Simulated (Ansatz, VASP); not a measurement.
Given: the input of a run of Ansatz 0.2.0 on ZnGaP. The cell comes from a database or a generator and needn't be the stable form of this composition.

Contents of input.yaml:

```yaml
crystal:
  lattice:
    - [4.01594, 0.0, 0.0]
    - [-2.00797, 3.47791, 0.0]
    - [0.0, 0.0, 4.4042]
  atoms:
    - { symbol: Zn, position: [0.0, 0.0, 0.5] }
    - { symbol: Ga, position: [0.66667, 0.33333, 0.0] }
    - { symbol: P, position: [0.33333, 0.66667, 0.5] }
hamiltonian:
  xc: pbesol
  pseudopotentials: { kind: paw }
kpoints:
  mp_grid: { grid: [8, 8, 6] }
scf:
  occupations: { method: fermi_dirac, width: 0.05 }
output:
  forces: true
  stress: true
  eigenvalues: true
relax:
  f_tol: 0.01
  max_steps: 40
  cell: { stress_tol: 0.05 }
```

Potentials or basis: Ansatz PAW.

The run is started by

```bash
$ ansatz run input.yaml --threads 2 --pin off --max-ram 5632MiB --backend cpu --events-out ev --progress --plain --runs-dir out
```

Task: Set up the same calculation for VASP 6.6.1. Potentials or basis there: PBE PAW files Ga_d, P, Zn, 600 eV.

Result: As run (cutoffs and basis follow the program's own potentials, and thresholds, step limits or extra output files can differ):

INCAR

```
SYSTEM = ZnGaP
PREC = Accurate
ENCUT = 600
EDIFF = 1E-6
ISMEAR = -1
SIGMA = 0.05
LREAL = .FALSE.
LASPH = .TRUE.
NELM = 100
ALGO = Fast
ISIF = 3
LWAVE = .FALSE.
LCHARG = .FALSE.
GGA = PS
IBRION = 2
NSW = 60
EDIFFG = -0.01
```

KPOINTS

```
regular mesh
0
G
  8 8 6
  0 0 0
```

The input POSCAR:

```
ZnGaP
1.0
    4.0159400000      0.0000000000      0.0000000000
   -2.0079700000      3.4779100000      0.0000000000
    0.0000000000      0.0000000000      4.4042000000
Zn Ga P
1 1 1
Direct
    0.0000000000      0.0000000000      0.5000000000
    0.6666700000      0.3333300000      0.0000000000
    0.3333300000      0.6666700000      0.5000000000
```

Potentials or basis: VASP PAW PBE potentials, release 64 (Zn, Ga_d, P).

Launch:

```bash
$ cat potpaw_PBE.64/Zn/POTCAR potpaw_PBE.64/Ga_d/POTCAR potpaw_PBE.64/P/POTCAR > POTCAR
$ mpirun -np 1 vasp_std > vasp.out
```

Both were run:

|  | Ansatz | VASP |
| --- | --- | --- |
| Relaxed volume | 19.01 Å³/atom | 19.05 Å³/atom |
| Relaxed cell | a = 3.956 Å, b = 3.956 Å, c = 4.208 Å, α = 90.00°, β = 90.00°, γ = 120.00° | a = 3.959 Å, b = 3.959 Å, c = 4.211 Å, α = 90.00°, β = 90.00°, γ = 120.00° |
| Space group after relaxing | P-6m2 (No. 187) | P-6m2 (No. 187) |
| Pressure after relaxing | 0.0 GPa | 0.0 GPa |

Ansatz's pressure holds a Pulay term of +0.06 GPa for its cutoff of 420 eV, which the other run lacks.

Ansatz's potentials were made for PBE. VASP's potentials were made for PBE.

Where Ansatz's input types no cutoff or centring, it takes its own default and a Γ-centred mesh.

Pressure is positive in compression.
